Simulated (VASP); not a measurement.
Consider the following.

```xyz
3
Lattice="2.0471 -3.5457 0.0000 2.0471 3.5457 0.0000 0.0000 0.0000 5.4038" Properties=species:S:1:pos:R:3 pbc="T T T"
Te     2.0471     1.1819     1.3664
Te     2.0471    -1.1819     4.0374
Pt     2.0471     3.5457     0.0000
```

Computed with PW91 GGA, VASP's PBE PAW potentials (set 64) (plane waves; VASP 6.6.1). Settings: 520 eV cut-off, Gaussian smearing of 0.050 eV, potentials Te Pt.

Question: Give the energies of bands 3 to 14 at the high-symmetry points, in eV from the Fermi level.

Answer: 
| band | Γ | M | K | A | L | H |
|---|---|---|---|---|---|---|
| 3 | -6.37 | -6.41 | -6.35 | -5.43 | -6.82 | -5.76 |
| 4 | -5.50 | -4.92 | -5.25 | -5.43 | -5.34 | -5.70 |
| 5 | -5.50 | -4.58 | -5.25 | -4.48 | -5.14 | -5.70 |
| 6 | -3.63 | -3.59 | -4.19 | -3.66 | -4.31 | -3.95 |
| 7 | -3.63 | -3.36 | -4.19 | -3.66 | -3.37 | -3.95 |
| 8 | -2.61 | -3.30 | -3.49 | -2.27 | -3.31 | -3.77 |
| 9 | -0.54 | -3.29 | -2.09 | -1.54 | -3.14 | -3.39 |
| 10 | -0.54 | -3.18 | -1.83 | -1.08 | -2.36 | -2.58 |
| 11 | 1.03 | -2.83 | -1.83 | -1.08 | -0.83 | -2.58 |
| 12 | 1.03 | 0.14 | -0.26 | 1.99 | 0.53 | 2.08 |
| 13 | 1.19 | 2.23 | -0.26 | 1.99 | 1.17 | 2.08 |
| 14 | 2.90 | 3.61 | 2.65 | 4.08 | 3.83 | 5.39 |

It has no gap at this level: it comes out as a metal or semimetal.

The compound is PtTe2 in the 1T layered structure. It was relaxed first, which changed the volume by +7 %.
